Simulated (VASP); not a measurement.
A VASP calculation is set up with these files.

**INCAR**
```
LMAXMIX = 4   # l cut-off of mixed one-centre charges
NELM = 100   # most electronic steps
SYSTEM = AlAs
LCHARG = .FALSE.
EDIFFG = -0.02
LASPH = .TRUE.
ENCUT = 500
ISIF = 3   # ions, shape and volume
ISMEAR = 1   # Methfessel-Paxton
PREC = Accurate
EDIFF = 1E-6
NSW = 40
LREAL = .FALSE.   # projection in real space or not
SIGMA = 0.1   # width (eV)
IBRION = 2
GGA = PS   # PBEsol
ALGO = Normal
LWAVE = .FALSE.
```

### POSCAR
```
AlAs
1.0
  3.2551137812   0.0000000000   0.0000000000
  0.0000000000   3.2551137812   0.0000000000
  0.0000000000   0.0000000000   3.2551137812
Al As
1 1
Direct
  0.0000000000   0.0000000000   0.0000000000
  0.5000000000   0.5000000000   0.5000000000
```

File KPOINTS:
```
kpoints
0
G
  11 11 11
0 0 0
```

POTCAR, in this order: Al As (PBE.64 set). Program: vasp_std.

Task: Write an equivalent input for Quantum ESPRESSO's pw.x.

Result: One equivalent input (not run):
```
&CONTROL
  calculation = 'vc-relax'
  pseudo_dir = './pseudo'
  outdir = './out'
  tprnfor = .true.
  tstress = .true.
  nstep = 40
  forc_conv_thr = 0.00078
/
&SYSTEM
  ibrav = 0
  nat = 2
  ntyp = 2
  ecutwfc = 84
  occupations = 'smearing'
  smearing = 'methfessel-paxton'
  degauss = 0.00735
  input_dft = 'pbesol'
/
&ELECTRONS
  conv_thr = 7.3e-08
  electron_maxstep = 100
/
&IONS
/
&CELL
/
ATOMIC_SPECIES
  Al 26.982 Al.upf
  As 74.922 As.upf
CELL_PARAMETERS angstrom
     3.2551138    0.0000000    0.0000000
     0.0000000    3.2551138    0.0000000
     0.0000000    0.0000000    3.2551138
ATOMIC_POSITIONS crystal
  Al   0.0000000  0.0000000  0.0000000
  As   0.5000000  0.5000000  0.5000000
K_POINTS automatic
  11 11 11 0 0 0
```
What does not carry over: the potentials are each code's own (VASP's PAW set, PseudoDojo norm-conserving files in pw.x), so ENCUT and ecutwfc are chosen apart and not converted; conv_thr bounds pw.x's estimated SCF error, while EDIFF bounds the energy change between steps; forc_conv_thr acts on force components and is met together with etot_conv_thr.

The structure was generated: AlAs was put into the CsCl type type (Pm-3m), which need not be its known phase. It was relaxed first, which changed the volume by +14 %.
